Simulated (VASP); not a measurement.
Output of a VASP run:

OUTCAR:
```
 ion  position               nearest neighbor table
   1  0.501  0.001  0.001-  61 2.49  45 2.50  53 2.50  32 2.51
   2  0.750  0.250  0.998-  43 2.48  54 2.50  33 2.50  32 2.50
   3  0.750  0.998  0.250-  38 2.48  48 2.50  34 2.50  32 2.50
   4  0.001  0.999  0.999-  62 2.49  35 2.51  38 2.51  43 2.51
   5  0.252  0.251  0.001-  53 2.49  35 2.50  59 2.51  36 2.52
   6  0.499  0.501  0.999-  60 2.49  54 2.50  36 2.50  37 2.50
   7  0.749  0.748  0.001-  55 2.49  38 2.50  61 2.51  37 2.52
   8  0.252  0.001  0.251-  45 2.49  35 2.50  56 2.51  39 2.52
   9  0.504  0.254  0.254-  32 2.51  39 2.51  36 2.51
  10  0.746  0.496  0.254-  33 2.51  40 2.51  37 2.51
  11  0.499  0.999  0.501-  58 2.49  48 2.50  41 2.50  39 2.50
  12  0.746  0.254  0.496-  34 2.51  42 2.51  41 2.51
  13  0.749  0.001  0.748-  52 2.49  43 2.50  61 2.51  41 2.52
  14  0.999  0.499  0.001-  59 2.49  44 2.50  55 2.50  33 2.51
  15  0.251  0.749  1.000-  60 2.48  45 2.50  44 2.50  62 2.51
  16  0.002  0.250  0.250-  35 2.48  46 2.50  34 2.50  33 2.50
  17  0.254  0.506  0.255-  47 2.48  36 2.51  46 2.51  44 2.52
  18  0.495  0.746  0.256-  47 2.48  37 2.51  48 2.51  45 2.52
  19  0.999  0.001  0.500-  56 2.49  49 2.50  52 2.50  34 2.51
  20  0.254  0.255  0.505-  50 2.48  39 2.51  46 2.51  49 2.52
  21  0.745  0.746  0.506-  51 2.49  40 2.51  48 2.52  52 2.52
  22  0.251  1.000  0.749-  58 2.48  53 2.50  49 2.50  62 2.51
  23  0.495  0.255  0.746-  50 2.48  41 2.51  54 2.51  53 2.52
  24  0.744  0.506  0.746-  51 2.48  42 2.51  54 2.51  55 2.52
  25  0.999  0.748  0.251-  44 2.49  38 2.50  56 2.51  40 2.52
  26  0.002  0.501  0.501-  57 2.49  46 2.50  42 2.50  40 2.50
  27  0.255  0.745  0.495-  47 2.48  58 2.52  57 2.52  56 2.53
  28  0.999  0.251  0.748-  49 2.49  43 2.50  59 2.51  42 2.52
  29  0.255  0.495  0.745-  50 2.48  60 2.52  57 2.52  59 2.53
  30  0.505  0.745  0.745-  51 2.48  60 2.52  58 2.52  61 2.53
  31  0.001  0.749  0.749-  57 2.48  52 2.50  55 2.50  62 2.51
  32  0.626  0.126  0.127-   2 2.50   3 2.50   9 2.51   1 2.51
  33  0.874  0.374  0.127-   2 2.50  16 2.50  10 2.51  14 2.51
  34  0.874  0.126  0.374-  16 2.50   3 2.50  12 2.51  19 2.51
  35  0.126  0.125  0.125-  16 2.48   5 2.50   8 2.50   4 2.51
  36  0.377  0.378  0.129-   6 2.50   9 2.51  17 2.51   5 2.52
  37  0.622  0.623  0.129-   6 2.50  10 2.51  18 2.51   7 2.52
  38  0.875  0.874  0.125-   3 2.48   7 2.50  25 2.50   4 2.51
  39  0.377  0.129  0.378-  11 2.50   9 2.51  20 2.51   8 2.52
  40  0.871  0.623  0.378-  26 2.50  21 2.51  10 2.51  25 2.52
  41  0.622  0.129  0.623-  11 2.50  12 2.51  23 2.51  13 2.52
  42  0.871  0.378  0.623-  26 2.50  24 2.51  12 2.51  28 2.52
  43  0.875  0.125  0.874-   2 2.48  13 2.50  28 2.50   4 2.51
  44  0.125  0.625  0.126-  25 2.49  15 2.50  14 2.50  17 2.52
  45  0.375  0.875  0.126-   8 2.49  15 2.50   1 2.50  18 2.52
  46  0.126  0.376  0.376-  26 2.50  16 2.50  20 2.51  17 2.51
  47  0.386  0.614  0.387-  27 2.48  17 2.48  18 2.48
  48  0.624  0.874  0.376-  11 2.50   3 2.50  18 2.51  21 2.52
  49  0.125  0.126  0.625-  28 2.49  19 2.50  22 2.50  20 2.52
  50  0.386  0.387  0.614-  29 2.48  23 2.48  20 2.48
  51  0.613  0.613  0.613-  30 2.48  24 2.48  21 2.49
  52  0.874  0.875  0.625-  13 2.49  31 2.50  19 2.50  21 2.52
  53  0.375  0.126  0.875-   5 2.49  22 2.50   1 2.50  23 2.52
  54  0.625  0.375  0.874-   6 2.50   2 2.50  23 2.51  24 2.51
  55  0.874  0.625  0.875-   7 2.49  31 2.50  14 2.50  24 2.52
  56  0.125  0.875  0.375-  19 2.49  25 2.51   8 2.51  27 2.53
  57  0.127  0.625  0.625-  31 2.48  26 2.49  27 2.52  29 2.52
  58  0.375  0.873  0.625-  22 2.48  11 2.49  27 2.52  30 2.52
  59  0.125  0.375  0.875-  14 2.49   5 2.51  28 2.51  29 2.53
  60  0.375  0.625  0.874-  15 2.48   6 2.49  29 2.52  30 2.52
  61  0.625  0.875  0.875-   1 2.49  13 2.51   7 2.51  30 2.53
  62  0.125  0.875  0.875-   4 2.49  15 2.51  31 2.51  22 2.51
 Subroutine IBZKPT returns following result:
 Found      1 irreducible k-points:

 Following reciprocal coordinates:
            Coordinates               Weight
  0.000000  0.000000  0.000000      1.000000
 Subroutine IBZKPT_HF returns following result:
   k-points           NKPTS =      1   k-points in BZ     NKDIM =      1   number of bands    NBANDS=    156
   number of dos      NEDOS =    301   number of ions     NIONS =     62
   total plane-waves  NPLWV = 175616
   dimension x,y,z NGX =    56 NGY =   56 NGZ =   56
   dimension x,y,z NGXF=   112 NGYF=  112 NGZF=  112
   ions per type =              31  31
   PREC   = normal    normal or accurate (medium, high low for compatibility)
   ISTART =      1    job   : 0-new  1-cont  2-samecut
   ICHARG =      0    charge: 1-file 2-atom 10-const
   ISPIN  =      1    spin polarized calculation?
...
```

OSZICAR:
```
...
DAV:   6    -0.297907213415E+03    0.13190E-02   -0.98116E-03   360   0.191E-01    0.964E-01
DAV:   7    -0.297905182883E+03    0.20305E-02   -0.89112E-03   356   0.175E-01    0.540E-01
DAV:   8    -0.297903645480E+03    0.15374E-02   -0.44151E-03   352   0.117E-01    0.308E-01
DAV:   9    -0.297903237077E+03    0.40840E-03   -0.11591E-03   364   0.555E-02    0.181E-01
DAV:  10    -0.297903377549E+03   -0.14047E-03   -0.73846E-04   332   0.406E-02    0.113E-01
DAV:  11    -0.297903617044E+03   -0.23950E-03   -0.11434E-03   332   0.475E-02    0.886E-02
DAV:  12    -0.297903777415E+03   -0.16037E-03   -0.13413E-03   348   0.484E-02    0.848E-02
DAV:  13    -0.297903834012E+03   -0.56597E-04   -0.13278E-03   356   0.446E-02    0.863E-02
DAV:  14    -0.297903828613E+03    0.53985E-05   -0.14200E-03   348   0.431E-02    0.879E-02
DAV:  15    -0.297903805034E+03    0.23579E-04   -0.14496E-03   340   0.432E-02    0.873E-02
DAV:  16    -0.297903781221E+03    0.23814E-04   -0.13866E-03   348   0.432E-02    0.869E-02
DAV:  17    -0.297903748169E+03    0.33051E-04   -0.12025E-03   340   0.427E-02    0.843E-02
DAV:  18    -0.297903692616E+03    0.55554E-04   -0.96695E-04   356   0.410E-02    0.784E-02
DAV:  19    -0.297903615718E+03    0.76897E-04   -0.65801E-04   356   0.365E-02    0.678E-02
DAV:  20    -0.297903534975E+03    0.80744E-04   -0.37234E-04   348   0.297E-02    0.545E-02
DAV:  21    -0.297903473063E+03    0.61912E-04   -0.15145E-04   348   0.211E-02    0.382E-02
DAV:  22    -0.297903445749E+03    0.27314E-04   -0.64130E-05   292   0.123E-02    0.246E-02
DAV:  23    -0.297903458806E+03   -0.13057E-04   -0.14110E-04   220   0.796E-03    0.206E-02
DAV:  24    -0.297903509125E+03   -0.50320E-04   -0.38003E-04   264   0.131E-02    0.334E-02
DAV:  25    -0.297903587823E+03   -0.78697E-04   -0.74970E-04   316   0.222E-02    0.510E-02
DAV:  26    -0.297903683022E+03   -0.95199E-04   -0.11926E-03   316   0.312E-02    0.682E-02
DAV:  27    -0.297903780026E+03   -0.97004E-04   -0.16343E-03   356   0.391E-02    0.833E-02
DAV:  28    -0.297903861394E+03   -0.81368E-04   -0.20053E-03   340   0.458E-02    0.953E-02
DAV:  29    -0.297903912599E+03   -0.51205E-04   -0.22633E-03   356   0.509E-02    0.104E-01
DAV:  30    -0.297903925783E+03   -0.13184E-04   -0.23404E-03   340   0.537E-02    0.108E-01
DAV:  31    -0.297903902990E+03    0.22793E-04   -0.23013E-03   348   0.547E-02    0.109E-01
DAV:  32    -0.297903855167E+03    0.47822E-04   -0.21265E-03   380   0.537E-02    0.108E-01
DAV:  33    -0.297903791506E+03    0.63661E-04   -0.18802E-03   364   0.514E-02    0.103E-01
DAV:  34    -0.297903721928E+03    0.69578E-04   -0.16505E-03   364   0.489E-02    0.980E-02
DAV:  35    -0.297903651613E+03    0.70315E-04   -0.13831E-03   364   0.455E-02    0.917E-02
DAV:  36    -0.297903581961E+03    0.69652E-04   -0.11542E-03   364   0.422E-02    0.850E-02
DAV:  37    -0.297903514155E+03    0.67807E-04   -0.92490E-04   356   0.386E-02    0.774E-02
DAV:  38    -0.297903449226E+03    0.64929E-04   -0.71366E-04   356   0.348E-02    0.694E-02
DAV:  39    -0.297903388898E+03    0.60327E-04   -0.51495E-04   356   0.305E-02    0.605E-02
DAV:  40    -0.297903335417E+03    0.53481E-04   -0.33790E-04   348   0.259E-02    0.508E-02
DAV:  41    -0.297903291345E+03    0.44072E-04   -0.19097E-04   348   0.208E-02    0.406E-02
DAV:  42    -0.297903259153E+03    0.32192E-04   -0.83159E-05   332   0.154E-02    0.296E-02
DAV:  43    -0.297903241352E+03    0.17801E-04   -0.30439E-05   252   0.101E-02    0.190E-02
DAV:  44    -0.297903241173E+03    0.17869E-06   -0.49398E-05   188   0.616E-03
   1 F= -.29790324E+03 E0= -.29788559E+03  d E =-.353077E-01
```

File OUTCAR:
```
------------------------ aborting loop because EDIFF is reached ----------------------------------------
  volume of cell :     1529.70
      direct lattice vectors                 reciprocal lattice vectors
    11.522210421  0.000000000  0.000000000     0.086788903  0.000000000  0.000000000
     0.000000000 11.522210421  0.000000000     0.000000000  0.086788903  0.000000000
     0.000000000  0.000000000 11.522210421     0.000000000  0.000000000  0.086788903
  FREE ENERGIE OF THE ION-ELECTRON SYSTEM (eV)
  ---------------------------------------------------
  free  energy   TOTEN  =      -297.9032411732 eV

  energy  without entropy=     -297.8679334672  energy(sigma->0) =     -297.88558732

  exchange ACFDT corr.  =         0.00000000  see jH, gK, PRB 81, 115126
```
(Selected blocks of OUTCAR.)

File POSCAR:
```
Ga31As31
1
   11.5222104212     0.0000000000     0.0000000000
    0.0000000000    11.5222104212     0.0000000000
    0.0000000000     0.0000000000    11.5222104212
Ga As
31 31
Direct
  0.5005511938   0.0006316460   0.0007947610
  0.7501562055   0.2498465959   0.9981142916
  0.7501285791   0.9978290464   0.2499728349
  0.0007957656   0.9992156775   0.9992905922
  0.2518238235   0.2511944711   0.0010092979
  0.4993707764   0.5006133285   0.9985877292
  0.7488718762   0.7482653499   0.0010591634
  0.2519294379   0.0010171454   0.2512418781
  0.5043114108   0.2538661099   0.2537929526
  0.7461907278   0.4956385822   0.2537824493
  0.4993458047   0.9986080209   0.5007804814
  0.7461678844   0.2537390933   0.4955746737
  0.7488670909   0.0010161943   0.7483195892
  0.9993216230   0.4994082679   0.0007287486
  0.2513149408   0.7487200086   0.9996968848
  0.0021967108   0.2499004298   0.2499848794
  0.2540190212   0.5055456399   0.2554300287
  0.4945236442   0.7459811433   0.2555502333
  0.9993071359   0.0006832485   0.4995346994
  0.2539652399   0.2553946274   0.5054849769
  0.7445164527   0.7458430800   0.5056206413
  0.2513927670   0.9995699102   0.7486493169
  0.4946231015   0.2554702612   0.7461198289
  0.7444944379   0.5055390933   0.7459705695
  0.9988034436   0.7480500526   0.2512968705
  0.0015357572   0.5006392048   0.5007967579
  0.2549563408   0.7451975847   0.4947623968
  0.9988210202   0.2512154505   0.7480532038
  0.2549055899   0.4948053349   0.7453628272
  0.5051175422   0.7449769370   0.7450885489
  0.0005376358   0.7486234339   0.7486620914
  0.6262209466   0.1263924696   0.1265127242
  0.8735546874   0.3736779778   0.1266187523
  0.8735929513   0.1264461224   0.3736648001
  0.1257199148   0.1250888420   0.1251143748
  0.3767067694   0.3780720733   0.1286397999
  0.6219777104   0.6232919883   0.1285846968
  0.8749328484   0.8742810643   0.1251502213
  0.3768330313   0.1287189577   0.3780907688
  0.8712008256   0.6231570536   0.3782263127
  0.6220047757   0.1285690357   0.6233060171
  0.8711636699   0.3781491283   0.6232153614
  0.8749228994   0.1250919878   0.8743350557
  0.1248075450   0.6251064794   0.1257465234
  0.3749509858   0.8750853575   0.1257882936
  0.1262971418   0.3755504778   0.3755185751
  0.3863174082   0.6135063459   0.3868767728
  0.6244398450   0.8736458048   0.3756112614
  0.1248607643   0.1256820476   0.6251436109
  0.3862797221   0.3867428179   0.6138524457
  0.6128262466   0.6132665257   0.6134486377
  0.8742641505   0.8750738170   0.6251764103
  0.3749103393   0.1256484073   0.8751452474
  0.6245266344   0.3754907484   0.8737101230
  0.8742956655   0.6250667084   0.8751064763
  0.1246547852   0.8752419882   0.3753573238
  0.1267027618   0.6250952076   0.6250505664
  0.3750151467   0.8734258154   0.6250532606
  0.1246344728   0.3753217528   0.8752364889
  0.3749443270   0.6250925164   0.8735812555
  0.6245311761   0.8752520410   0.8752626964
  0.1254828708   0.8745754702   0.8745759468
```

### Question
Write an INCAR and KPOINTS that could have produced this output.

### Answer
This is not unique; one that fits is the input of the run itself, HSE06 screened hybrid, plane waves, VASP's PBE PAW potentials (set 64).

### INCAR
```
SYSTEM=Ga31As31
PREC=Normal; ENCUT=400; LREAL=Auto
LASPH=.TRUE.; ISYM=0
EDIFF=1E-5; NELM=50; NELMIN=4
ALGO=Normal; LMAXMIX=4
ISMEAR=0; SIGMA=0.05
GGA=PE; LHFCALC=.TRUE.; AEXX=0.25
HFSCREEN=0.2; PRECFOCK=Fast
ISIF=0
LWAVE=.FALSE.; LCHARG=.FALSE.
```

**KPOINTS**
```
Automatic mesh
0
Gamma
1 1 1
0 0 0
```

POTCAR, in this order: Ga As (PBE.64 set). Program: vasp_gam. Read from the step before: WAVECAR.

The supercell is sampled at Γ alone, which is coarse: total energies, pressure and levels can be off, energies of defects by several tenths of an eV.

The cell is a supercell with a defect, built from GaAs (zinc blende): vac_Ga-vac_As. The cell's shape comes from a PBE relaxation. The run is not spin-polarised, so no state with unpaired spins was tried.
